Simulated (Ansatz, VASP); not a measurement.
# BAs in two plane-wave programs, part 2 of 2

Aim: how closely do two programs agree when they are given the same cell, functional and k mesh? The structure shown comes from an earlier Ansatz run, which isn't shown and may have moved the atoms alone.

VASP 6.6.1 and Ansatz 0.2.0.

So far: Starting point; Ansatz: elastic constants, PBE.

## 3. VASP: elastic constants, PBE

Level of this step: PBE; plane waves and PAW (B, As) (VASP).

The same cell, functional and mesh now go to VASP, with its own data sets.

Lines of VASP's logs that name or quote its potential files are left out, and so is its time.

INCAR reads:

```
SYSTEM = BAs
PREC = Accurate
ENCUT = 500
EDIFF = 1E-08
NELM = 120
ISMEAR = 0
SIGMA = 0.01
LREAL = .FALSE.
ALGO = Normal
GGA = PE
NBANDS = 10
LORBIT = 11
LWAVE = .FALSE.
LCHARG = .FALSE.
ISIF = 3
IBRION = 6
NFREE = 2
POTIM = 0.015
NSW = 1
LASPH = .TRUE.
GGA_COMPAT = .FALSE.
EFERMI = MIDGAP
```

POSCAR reads:

```
BAs
1.0
    0.0000000000      2.3885000000      2.3885000000
    2.3885000000      0.0000000000      2.3885000000
    2.3885000000      2.3885000000      0.0000000000
B As
1 1
Direct
    0.0000000000      0.0000000000      0.0000000000
    0.2500000000      0.2500000000      0.2500000000
```

KPOINTS reads:

```
Automatic mesh
0
Gamma
10 10 10
0 0 0
```

PAW data sets: B and As (PBE family, release 64).

The run is started by

```bash
> mpirun -np 1 vasp_std
```

Numbers of over 12 decimals in the logs are rounded to 6 here.

The log of the run:

```text
[banner, memory and clock lines left out]
running    1 mpi-ranks, on    1 nodes
 distrk:  each k-point on    1 cores,    1 groups
 distr:  one band on    1 cores,    1 groups

 POSCAR found type information on POSCAR B As
 POSCAR found :  2 types and       2 ions
 LDA part: xc-table for (Slater+PW92), standard interpolation
 POSCAR, INCAR and KPOINTS ok, starting setup
 FFT: planning ... GRIDC
 FFT: planning ... GRID_SOFT
 FFT: planning ... GRID
 WAVECAR not read
 entering main loop
       N       E                     dE             d eps       ncg     rms          rms(c)
DAV:   1     0.133003991903E+02    0.13300E+02   -0.38739E+03   940   0.695E+02
DAV:   2    -0.113640568790E+02   -0.24664E+02   -0.23203E+02  1324   0.106E+02
DAV:   3    -0.120433973723E+02   -0.67934E+00   -0.67794E+00  1120   0.176E+01
DAV:   4    -0.120453822672E+02   -0.19849E-02   -0.19847E-02  1140   0.101E+00
DAV:   5    -0.120453853633E+02   -0.30960E-05   -0.30960E-05  1122   0.381E-02    0.493E+00
DAV:   6    -0.114720767046E+02    0.57331E+00   -0.16444E+00  1014   0.562E+00    0.241E+00
DAV:   7    -0.114124644118E+02    0.59612E-01   -0.19640E-01  1136   0.233E+00    0.979E-01
DAV:   8    -0.114056515466E+02    0.68129E-02   -0.20967E-02  1042   0.873E-01    0.102E-01
DAV:   9    -0.114059611540E+02   -0.30961E-03   -0.72756E-04  1066   0.170E-01    0.586E-02
DAV:  10    -0.114061249516E+02   -0.16380E-03   -0.22037E-04  1038   0.957E-02    0.133E-02
DAV:  11    -0.114061303330E+02   -0.53814E-05   -0.57268E-06  1178   0.173E-02    0.114E-02
DAV:  12    -0.114061303044E+02    0.28602E-07   -0.27540E-06  1022   0.969E-03    0.339E-03
DAV:  13    -0.114061303567E+02   -0.52317E-07   -0.85627E-08  1136   0.202E-03    0.110E-03
DAV:  14    -0.114061304703E+02   -0.11357E-06   -0.14816E-08  1006   0.852E-04    0.106E-04
DAV:  15    -0.114061304759E+02   -0.56002E-08   -0.35291E-10   590   0.149E-04
   1 F= -.11406130E+02 E0= -.11406130E+02  d E =0.000000E+00
[... from here on, the cycles between the ionic steps are left out ...]
   2 F= -.11409519E+02 E0= -.11409519E+02  d E =0.000000E+00
   3 F= -.11391899E+02 E0= -.11391899E+02  d E =0.000000E+00
   8 F= -.11402847E+02 E0= -.11402847E+02  d E =0.000000E+00
   9 F= -.11402847E+02 E0= -.11402847E+02  d E =0.000000E+00
  10 F= -.11402847E+02 E0= -.11402847E+02  d E =0.000000E+00
  11 F= -.11402847E+02 E0= -.11402847E+02  d E =0.000000E+00
  12 F= -.11402847E+02 E0= -.11402847E+02  d E =0.000000E+00
  13 F= -.11402847E+02 E0= -.11402847E+02  d E =0.000000E+00
  14 F= -.11404238E+02 E0= -.11404238E+02  d E =0.000000E+00
  15 F= -.11404238E+02 E0= -.11404238E+02  d E =0.000000E+00
  16 F= -.11404238E+02 E0= -.11404238E+02  d E =0.000000E+00
 Finite differences progress:
  Degree of freedom:   8/  8
  Displacement:        1/  2
  Total:              15/ 16
 bond charge predicted
       N       E                     dE             d eps       ncg     rms          rms(c)
DAV:   1    -0.114038143155E+02    0.42353E-03   -0.25579E-01  3540   0.273E+00    0.149E-01
DAV:   2    -0.114042586182E+02   -0.44430E-03   -0.53519E-03  3936   0.522E-01    0.829E-02
DAV:   3    -0.114042363713E+02    0.22247E-04   -0.63108E-05  4032   0.561E-02    0.137E-02
DAV:   4    -0.114042376168E+02   -0.12455E-05   -0.31529E-06  4116   0.123E-02    0.369E-03
DAV:   5    -0.114042378461E+02   -0.22934E-06   -0.22854E-07  3906   0.354E-03    0.323E-04
DAV:   6    -0.114042378518E+02   -0.56293E-08   -0.85034E-09  3076   0.651E-04
  17 F= -.11404238E+02 E0= -.11404238E+02  d E =0.000000E+00
 Finite differences progress:
  Degree of freedom:   8/  8
  Displacement:        2/  2
  Total:              16/ 16
```

OUTCAR, selected parts (step 3):

```text
ion  position               nearest neighbor table
   1  0.000  0.000  0.000-   2 2.07   2 2.07   2 2.07   2 2.07
   2  0.250  0.250  0.250-   1 2.07   1 2.07   1 2.07   1 2.07

  LATTYP: Found a face centered cubic cell.
 ALAT       =     4.7770000000

 Subroutine GETGRP returns: Found 24 space group operations
 (whereof 24 operations were pure point group operations)

The static configuration has the point symmetry T_d .

 Found     47 irreducible k-points:

   k-points           NKPTS =     47   k-points in BZ     NKDIM =     47   number of bands    NBANDS=     10

   dimension x,y,z NGX =    28 NGY =   28 NGZ =   28
   dimension x,y,z NGXF=    56 NGYF=   56 NGZF=   56

   ENCUT  =  500.0 eV  36.75 Ry    6.06 a.u.   6.16  6.16  6.16*2*pi/ulx,y,z

   NELECT =       8.0000    total number of electrons

 k-points in reciprocal lattice and weights: Automatic mesh
   0.00000000  0.00000000  0.00000000       0.001
   0.10000000  0.00000000  0.00000000       0.008
   0.20000000  0.00000000  0.00000000       0.008
   0.30000000  0.00000000  0.00000000       0.008
   0.40000000  0.00000000  0.00000000       0.008
   0.50000000  0.00000000  0.00000000       0.004
   0.10000000  0.10000000  0.00000000       0.006
   0.20000000  0.10000000  0.00000000       0.024
   0.30000000  0.10000000  0.00000000       0.024
[...]
-0.30000000  0.40000000  0.20000000       0.024
  -0.30000000  0.50000000  0.20000000       0.012

 average (electrostatic) potential at core
       1 -26.7855       2 -48.7685

 E-fermi :   6.7658

 k-point     1 :       0.0000    0.0000    0.0000
  band No.  band energies     occupation
      1      -9.2753      2.00000
      2       6.0204      2.00000
      3       6.1273      2.00000
      4       6.2320      2.00000
      5       9.3211      0.00000
      6       9.4014      0.00000
      7       9.4847      0.00000
      8      10.8128      0.00000
      9      15.7087      0.00000
    ...

 k-point     2 :       0.1000    0.0000    0.0000
  band No.  band energies     occupation
      1      -9.1109      2.00000
      2       4.6829      2.00000
      3       5.7904      2.00000
      4       5.9156      2.00000
      5       9.5721      0.00000
      6       9.7306      0.00000
      7       9.8417      0.00000
      8      11.6859      0.00000
      9      16.3529      0.00000
    ...

 k-point     3 :       0.2000    0.0000    0.0000
  band No.  band energies     occupation
      1      -8.6259      2.00000
      2       2.3328      2.00000
      3       5.2108      2.00000
      4       5.3248      2.00000
      5       9.3520      0.00000
      6      10.4563      0.00000
      7      10.5781      0.00000
      8      13.3065      0.00000
      9      17.2646      0.00000
    ...

  Total        0.5845235      0.5880855      0.5880855      0.0000000      0.1148707      0.0000000
  in kB       34.3642467     34.5736569     34.5736569      0.0000000      6.7532680      0.0000000
  external PRESSURE =      34.5038535 kB  Pullay stress =       0.0000000 kB

  energy-cutoff  :      500.00
  volume of cell :       27.25
      direct lattice vectors                 reciprocal lattice vectors
     0.000000000  2.388500000  2.388500000    -0.209336404  0.209336404  0.209336404
     2.388500000  0.000000000  2.388500000     0.209336404 -0.209336404  0.209336404
     2.388500000  2.388500000  0.000000000     0.209336404  0.209336404 -0.209336404

 POSITION                                       TOTAL-FORCE (eV/Angst)
 -----------------------------------------------------------------------------------
      0.00000      0.00000      0.00000        -0.252335      0.000000      0.000000
      1.17925      1.19425      1.19425         0.252335     -0.000000     -0.000000
 -----------------------------------------------------------------------------------
    total drift:                               -0.000011     -0.000000     -0.000000

  FREE ENERGIE OF THE ION-ELECTRON SYSTEM (eV)
  ---------------------------------------------------
  free  energy   TOTEN  =       -11.4042378518 eV

  energy  without entropy=      -11.4042378518  energy(sigma->0) =      -11.40423785

  SYMMETRIZED ELASTIC MODULI (kBar)
 Direction    XX          YY          ZZ          XY          YZ          ZX
 --------------------------------------------------------------------------------
 XX        2798.0129    738.3841    738.3841      0.0000      0.0000      0.0000
 YY         738.3841   2798.0129    738.3841     -0.0000      0.0000      0.0000
 ZZ         738.3841    738.3841   2798.0129      0.0000      0.0000      0.0000
 XY           0.0000     -0.0000      0.0000   1716.3107      0.0000     -0.0000
 YZ           0.0000      0.0000      0.0000      0.0000   1716.3107      0.0000
 ZX           0.0000      0.0000      0.0000     -0.0000      0.0000   1716.3107
 --------------------------------------------------------------------------------

 Eigenvectors and eigenvalues of the dynamical matrix
 ----------------------------------------------------

   1 f  =   20.860388 THz   131.069682 2PiTHz  695.827636 cm-1    86.271593 meV
             X         Y         Z           dx          dy          dz
      0.000000  0.000000  0.000000     0.000000    0.934826    0.000000
      1.194250  1.194250  1.194250     0.000000   -0.355107    0.000000

   2 f  =   20.860388 THz   131.069682 2PiTHz  695.827636 cm-1    86.271593 meV
             X         Y         Z           dx          dy          dz
      0.000000  0.000000  0.000000     0.934826    0.000000    0.000000
      1.194250  1.194250  1.194250    -0.355107    0.000000    0.000000

   3 f  =   20.860388 THz   131.069682 2PiTHz  695.827636 cm-1    86.271593 meV
             X         Y         Z           dx          dy          dz
      0.000000  0.000000  0.000000     0.000000    0.000000    0.934826
      1.194250  1.194250  1.194250     0.000000    0.000000   -0.355107

   4 f/i=    0.000010 THz     0.000062 2PiTHz    0.000328 cm-1     0.000041 meV
             X         Y         Z           dx          dy          dz
      0.000000  0.000000  0.000000    -0.355107    0.000000    0.000000
      1.194250  1.194250  1.194250    -0.934826    0.000000    0.000000

   5 f/i=    0.000010 THz     0.000062 2PiTHz    0.000328 cm-1     0.000041 meV
             X         Y         Z           dx          dy          dz
      0.000000  0.000000  0.000000     0.000000    0.000000   -0.355107
      1.194250  1.194250  1.194250     0.000000    0.000000   -0.934826

   6 f/i=    0.000010 THz     0.000062 2PiTHz    0.000328 cm-1     0.000041 meV
             X         Y         Z           dx          dy          dz
      0.000000  0.000000  0.000000     0.000000   -0.355107    0.000000
      1.194250  1.194250  1.194250     0.000000   -0.934826    0.000000

 ELASTIC MODULI CONTR FROM IONIC RELAXATION (kBar)
 Direction    XX          YY          ZZ          XY          YZ          ZX
 --------------------------------------------------------------------------------
 XX          -0.0000     -0.0000     -0.0000     -0.0000      0.0000     -0.0000
 YY          -0.0000     -0.0000     -0.0000     -0.0000     -0.0000      0.0000
 ZZ          -0.0000     -0.0000     -0.0000      0.0000     -0.0000     -0.0000
 XY          -0.0000     -0.0000      0.0000   -204.8045      0.0000      0.0000
 YZ           0.0000     -0.0000     -0.0000      0.0000   -204.8045      0.0000
 ZX          -0.0000      0.0000     -0.0000      0.0000      0.0000   -204.8045
 --------------------------------------------------------------------------------

 TOTAL ELASTIC MODULI (kBar)
 Direction    XX          YY          ZZ          XY          YZ          ZX
 --------------------------------------------------------------------------------
 XX        2798.0129    738.3841    738.3841     -0.0000      0.0000     -0.0000
 YY         738.3841   2798.0129    738.3841     -0.0000     -0.0000      0.0000
 ZZ         738.3841    738.3841   2798.0129      0.0000     -0.0000     -0.0000
 XY          -0.0000     -0.0000      0.0000   1511.5062      0.0000     -0.0000
 YZ           0.0000     -0.0000     -0.0000      0.0000   1511.5062      0.0000
 ZX          -0.0000      0.0000     -0.0000     -0.0000      0.0000   1511.5062
 --------------------------------------------------------------------------------

 total charge
# of ion       s       p       d       tot
------------------------------------------
    1        0.660   1.180   0.000   1.840
    2        1.173   1.662   0.088   2.923
--------------------------------------------------
tot          1.833   2.842   0.088   4.764

[... 3 further parts left out ...]
```

CONTCAR:

```
BAs
   1.00000000000000
     0.0000000000000000    2.3885000000000001    2.3885000000000001
     2.3885000000000001    0.0000000000000000    2.3885000000000001
     2.3885000000000001    2.3885000000000001    0.0000000000000000
  B               As
     1     1
Direct
     0.0000000000000000    0.0000000000000000    0.0000000000000000
     0.2531400460540087    0.2468599539459912    0.2468599539459913
```

The last energy, forces, stress and levels in OUTCAR belong to the last displaced cell, not to the cell of POSCAR.

Levels, forces or a CONTCAR printed for this step are those of its last displaced cell, not of the structure at rest.

## 4. Differences

Known differences besides the potentials themselves: fixed occupations in Ansatz, narrow Gaussian smearing in VASP; the data sets hold 18 valence electrons in Ansatz (on its PAW soft_1 files) and 8 in VASP; the cutoff is 420 eV in Ansatz and 500 eV in VASP; VASP takes each elastic constant from one size of strain, Ansatz from those that its log lists. Total energies have different zeros and are not compared.

Both answers:

```
 quantity  Ansatz   VASP  difference
C11 (GPa)   280.8  279.8     +0.37 %
C22 (GPa)   280.8  279.8     +0.37 %
C33 (GPa)   280.8  279.8     +0.37 %
C12 (GPa)    73.7   73.8     -0.23 %
C13 (GPa)    73.7   73.8     -0.23 %
C23 (GPa)    73.7   73.8     -0.23 %
C44 (GPa)   150.8  151.2     -0.20 %
C55 (GPa)   150.8  151.2     -0.20 %
C66 (GPa)   150.8  151.2     -0.20 %
```

## 5. Outcome

```json
{
  "difference in C11 (elastic constants, PBE)": "0.37 %"
}
```

What this shows: The difference in C11 is 0.37 % (elastic constants, PBE), within the 5 % picked in this series as the mark of a large difference. The data sets hold unlike numbers of valence electrons (18 in Ansatz and 8 in VASP), so part of the differences comes from the potentials. How closely two codes agree says nothing of how well the functional describes the real material.

[Lines on the potential files, build, host, timing and source positions are cut from VASP's logs without a mark.]

[Logs are printed without paths, hosts, clocks, repeated set-up lines and the standing remarks that a program may print on its own settings, such as how far it seeks lower states.]

[Hosts, paths, dates, database ids (printed as entryN), source tags and the programs' standing remarks are cut or masked in the printed files.]
